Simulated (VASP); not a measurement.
These are r2SCAN meta-GGA, VASP's PBE PAW potentials (set 64) (plane waves; VASP) values and carry that method's errors.

VASP input:

### KPOINTS
```
Automatic mesh
0
Gamma
7 7 5
0 0 0
```

**POSCAR**
```
SiO2
1
    5.0634267050     0.0000000000     0.0000000000
   -2.5317133525     4.3850566465     0.0000000000
    0.0000000000     0.0000000000     5.5425479054
Si O
3 6
Direct
  0.0000000000   0.5000000000   0.6666670000
  0.5000000000   0.0000000000   0.0000000000
  0.5000000000   0.5000000000   0.3333330000
  0.7914535893   0.5829071785   0.5000000000
  0.2085464107   0.7914535893   0.8333330000
  0.4170928215   0.2085464107   0.1666670000
  0.2085464107   0.4170928215   0.5000000000
  0.7914535893   0.2085464107   0.8333330000
  0.5829071785   0.7914535893   0.1666670000
```

### INCAR
```
SYSTEM = SiO2
PREC = Accurate; ENCUT = 520; LREAL = .False.
LASPH = .True.; NBANDS = 87
EDIFF = 1E-7; NELM = 100; ALGO = Normal
LMIXTAU = .True.
ISMEAR = 0; SIGMA = 0.01
METAGGA = R2SCAN
LWAVE = .False.; LCHARG = .False.; NEDOS = 1001
LOPTICS = .True.; LPEAD = .True.; CSHIFT = 0.1
```

POTCAR, in this order: Si O (PBE.64 set). Program: vasp_std.

**Question.** Predict the energy per atom (σ→0).

**Answer.** 
| Item | Result |
|---|---|
| energy per atom (σ→0) | -9.928 eV/atom |

File OSZICAR:
```
...
DAV:  21    -0.893563686522E+02   -0.14675E-03   -0.19094E-05  4660   0.157E-02    0.753E-03
DAV:  22    -0.893563811004E+02   -0.12448E-04   -0.16998E-06  4920   0.487E-03    0.363E-03
DAV:  23    -0.893563889243E+02   -0.78240E-05   -0.84214E-07  4659   0.343E-03    0.297E-03
DAV:  24    -0.893563887063E+02    0.21796E-06   -0.62031E-07  4688   0.255E-03    0.175E-03
DAV:  25    -0.893563888823E+02   -0.17591E-06   -0.13889E-07  4362   0.125E-03    0.899E-04
DAV:  26    -0.893563888638E+02    0.18486E-07   -0.73200E-08  4144   0.106E-03
   1 F= -.89356389E+02 E0= -.89356389E+02  d E =-.221320E-35
 imaginary and real dielectric function
```

The structure comes from a computed database's SiO2 entry (P6_222); how it stands against other phases isn't given here. It was relaxed first.
